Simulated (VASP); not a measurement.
Level of theory: AM05 GGA, VASP's PBE PAW potentials (set 64) (plane waves; VASP).

VASP ran on this input.

### POSCAR
```
PtAl2
1
    0.0000000000     2.8846504590     2.8846504590
    2.8846504590     0.0000000000     2.8846504590
    2.8846504590     2.8846504590     0.0000000000
Al Pt
2 1
Direct
  0.2500000000   0.2500000000   0.2500000000
  0.7500000000   0.7500000000   0.7500000000
  0.0000000000   0.0000000000   0.0000000000
```

**KPOINTS**
```
Automatic mesh
0
Gamma
9 9 9
0 0 0
```

**INCAR**
```
! general
SYSTEM   =  PtAl2
PREC     =  Accurate
ENCUT    =  520
LREAL    =  .False.
LASPH    =  .True.   ! aspherical one-centre terms

! electronic loop
EDIFF    =  1E-7   ! SCF stop (eV)
NELM     =  100   ! most electronic steps
ALGO     =  Normal
LMAXMIX  =  6   ! l cut-off of mixed one-centre charges

! smearing
ISMEAR   =  1   ! Methfessel-Paxton
SIGMA    =  0.1   ! width (eV)

! functional
GGA      =  AM

! ions
ISIF     =  2   ! forces and stress, cell fixed

! output
LWAVE    =  .False.
LCHARG   =  .False.
```

POTCAR, in this order: Al Pt (PBE.64 set). Program: vasp_std.

The resulting files:

### OUTCAR
```
 ion  position               nearest neighbor table
   1  0.250  0.250  0.250-   3 2.50   3 2.50   3 2.50   3 2.50   2 2.88   2 2.88   2 2.88   2 2.88
                             2 2.88   2 2.88
   2  0.750  0.750  0.750-   3 2.50   3 2.50   3 2.50   3 2.50   1 2.88   1 2.88   1 2.88   1 2.88
                             1 2.88   1 2.88
   3  0.000  0.000  0.000-   1 2.50   2 2.50   2 2.50   2 2.50   2 2.50   1 2.50   1 2.50   1 2.50
  LATTYP: Found a face centered cubic cell.
 ALAT       =     5.7693009180
 Subroutine PRICEL returns:
 Original cell was already a primitive cell.
 Subroutine GETGRP returns: Found 48 space group operations
The static configuration has the point symmetry O_h .
The dynamic configuration has the point symmetry O_h .
 Subroutine INISYM returns: Found 48 space group operations
 Subroutine IBZKPT returns following result:
 Found     35 irreducible k-points:

 Following reciprocal coordinates:
            Coordinates               Weight
  0.000000  0.000000  0.000000      1.000000
  0.111111  0.000000  0.000000      8.000000
  0.222222  0.000000  0.000000      8.000000
  0.333333  0.000000  0.000000      8.000000
  0.444444  0.000000  0.000000      8.000000
  0.111111  0.111111  0.000000      6.000000
  0.222222  0.111111  0.000000     24.000000
  0.333333  0.111111  0.000000     24.000000
  0.444444  0.111111  0.000000     24.000000
 -0.444444  0.111111  0.000000     24.000000
 -0.333333  0.111111  0.000000     24.000000
 -0.222222  0.111111  0.000000     24.000000
 -0.111111  0.111111  0.000000     12.000000
  0.222222  0.222222  0.000000      6.000000
  0.333333  0.222222  0.000000     24.000000
  0.444444  0.222222  0.000000     24.000000
 -0.444444  0.222222  0.000000     24.000000
 -0.333333  0.222222  0.000000     24.000000
 -0.222222  0.222222  0.000000     12.000000
  0.333333  0.333333  0.000000      6.000000
  0.444444  0.333333  0.000000     24.000000
 -0.444444  0.333333  0.000000     24.000000
 -0.333333  0.333333  0.000000     12.000000
  0.444444  0.444444  0.000000      6.000000
 -0.444444  0.444444  0.000000     12.000000
  0.333333  0.222222  0.111111     24.000000
  0.444444  0.222222  0.111111     48.000000
 -0.444444  0.222222  0.111111     48.000000
  0.444444  0.333333  0.111111     24.000000
 -0.444444  0.333333  0.111111     48.000000
 -0.333333  0.333333  0.111111     48.000000
 -0.222222  0.333333  0.111111     24.000000
 -0.444444  0.444444  0.111111     24.000000
 -0.333333  0.444444  0.111111     24.000000
 -0.333333  0.444444  0.222222     24.000000
   k-points           NKPTS =     35   k-points in BZ     NKDIM =     35   number of bands    NBANDS=     12
   number of dos      NEDOS =    301   number of ions     NIONS =      3
   total plane-waves  NPLWV =  27000
   dimension x,y,z NGX =    30 NGY =   30 NGZ =   30
   dimension x,y,z NGXF=    60 NGYF=   60 NGZF=   60
   ions per type =               2   1
   PREC   = accura    normal or accurate (medium, high low for compatibility)
   ISTART =      0    job   : 0-new  1-cont  2-samecut
   ICHARG =      2    charge: 1-file 2-atom 10-const
   ISPIN  =      1    spin polarized calculation?
   LNONCOLLINEAR =      F non collinear calculations
   LSORBIT =      F    spin-orbit coupling
   INIWAV =      1    electr: 0-lowe 1-rand  2-diag
   ENCUT  =  520.0 eV  38.22 Ry    6.18 a.u.   7.59  7.59  7.59*2*pi/ulx,y,z
   NELM   =    100;   NELMIN=  2; NELMDL= -5     # of ELM steps
   EDIFF  = 0.1E-06   stopping-criterion for ELM
   LREAL  =      F    real-space projection
   NLSPLINE    = F    spline interpolate recip. space projectors
   LMAXMIX     =    6 max onsite mixed and CHGCAR
   VOSKOWN=      0    Vosko Wilk Nusair interpolation
   EDIFFG = 0.1E-05   stopping-criterion for IOM
...
```

### OSZICAR
```
       N       E                     dE             d eps       ncg     rms          rms(c)
DAV:   1     0.524124734755E+02    0.52412E+02   -0.69137E+03   848   0.114E+03
DAV:   2    -0.158035448848E+02   -0.68216E+02   -0.61549E+02   980   0.196E+02
DAV:   3    -0.177247914145E+02   -0.19212E+01   -0.19048E+01  1056   0.320E+01
DAV:   4    -0.177397730013E+02   -0.14982E-01   -0.14977E-01  1004   0.335E+00
DAV:   5    -0.177399954147E+02   -0.22241E-03   -0.22240E-03  1040   0.428E-01    0.986E+00
DAV:   6    -0.172079639232E+02    0.53203E+00   -0.24695E+00   976   0.156E+01    0.263E+00
DAV:   7    -0.171198706977E+02    0.88093E-01   -0.15855E-01   908   0.416E+00    0.186E+00
DAV:   8    -0.170832087446E+02    0.36662E-01   -0.28940E-02   976   0.166E+00    0.247E-01
DAV:   9    -0.170831952855E+02    0.13459E-04   -0.16132E-03   984   0.386E-01    0.159E-01
DAV:  10    -0.170833358075E+02   -0.14052E-03   -0.33712E-04   924   0.153E-01    0.173E-02
DAV:  11    -0.170833360480E+02   -0.24046E-06   -0.12711E-05  1012   0.382E-02    0.801E-03
DAV:  12    -0.170833392023E+02   -0.31543E-05   -0.74903E-06   912   0.201E-02    0.280E-03
DAV:  13    -0.170833391174E+02    0.84961E-07   -0.37272E-07  1056   0.630E-03
   1 F= -.17083339E+02 E0= -.17083473E+02  d E =0.402048E-03
```

### OUTCAR
```
------------------------ aborting loop because EDIFF is reached ----------------------------------------
  FORCE on cell =-STRESS in cart. coord.  units (eV):
  Direction    XX          YY          ZZ          XY          YZ          ZX
  --------------------------------------------------------------------------------------
  Total        2.9982613      2.9982613      2.9982613     -0.0000000     -0.0000000      0.0000000
  in kB      100.0623005    100.0623005    100.0623005     -0.0000000     -0.0000000      0.0000000
  external PRESSURE =     100.0623005 kB  Pullay stress =       0.0000000 kB
  volume of cell :       48.01
      direct lattice vectors                 reciprocal lattice vectors
     0.000000000  2.884650459  2.884650459    -0.173331226  0.173331226  0.173331226
     2.884650459  0.000000000  2.884650459     0.173331226 -0.173331226  0.173331226
     2.884650459  2.884650459  0.000000000     0.173331226  0.173331226 -0.173331226
 POSITION                                       TOTAL-FORCE (eV/Angst)
 -----------------------------------------------------------------------------------
      1.44233      1.44233      1.44233        -0.000000     -0.000000     -0.000000
      4.32698      4.32698      4.32698         0.000000      0.000000      0.000000
      0.00000      0.00000      0.00000         0.000000     -0.000000      0.000000
 -----------------------------------------------------------------------------------
    total drift:                                0.000000     -0.000000     -0.000000
  FREE ENERGIE OF THE ION-ELECTRON SYSTEM (eV)
  ---------------------------------------------------
  free  energy   TOTEN  =       -17.0833391174 eV

  energy  without entropy=      -17.0837411652  energy(sigma->0) =      -17.08347313
```
(Selected blocks of OUTCAR.)

### OUTCAR
```
 val. band max:        8.6912915310   @ k =   0.4444   0.3333   0.1111

 cond. band min:       8.7836028413   @ k =  -0.4444   0.2222   0.0000


 Fermi energy:         8.7635782617

 k-point     1 :       0.0000    0.0000    0.0000
  band No.  band energies     occupation
      1      -2.0726      2.00000
      2       3.2276      2.00000
      3       3.2276      2.00000
      4       3.2276      2.00000
      5       4.6630      2.00000
      6       4.6630      2.00000
      7      12.2888      0.00000
      8      12.5270      0.00000
      9      12.5270      0.00000
     10      12.5270      0.00000
     11      14.5048      0.00000
     12      14.5048      0.00000

 k-point     2 :       0.1111    0.0000    0.0000
  band No.  band energies     occupation
      1      -1.8927      2.00000
      2       3.1329      2.00000
      3       3.2882      2.00000
      4       3.2882      2.00000
      5       4.6418      2.00000
      6       4.6418      2.00000
      7      10.7106     -0.00000
      8      12.1329      0.00000
      9      12.1329      0.00000
     10      12.5040      0.00000
     11      14.8466      0.00000
     12      14.8738      0.00000

 k-point     3 :       0.2222    0.0000    0.0000
  band No.  band energies     occupation
      1      -1.3700      2.00000
      2       2.8993      2.00000
      3       3.4251      2.00000
      4       3.4251      2.00000
      5       4.6326      2.00000
      6       4.6326      2.00000
      7       8.3101      2.00000
      8      11.2813      0.00000
      9      11.2813      0.00000
     10      12.8301      0.00000
     11      14.4940      0.00000
     12      14.5077      0.00000

 k-point     4 :       0.3333    0.0000    0.0000
  band No.  band energies     occupation
      1      -0.5779      2.00000
      2       2.6165      2.00000
      3       3.5286      2.00000
      4       3.5286      2.00000
      5       4.7362      2.00000
      6       4.7362      2.00000
...
```

Unless said otherwise, spin-orbit coupling is left out, though it shifts the bands of the heavy elements here.

The compound is PtAl2 in the fluorite structure. This cell is one point of a volume scan, at 0.94 of the reference volume.
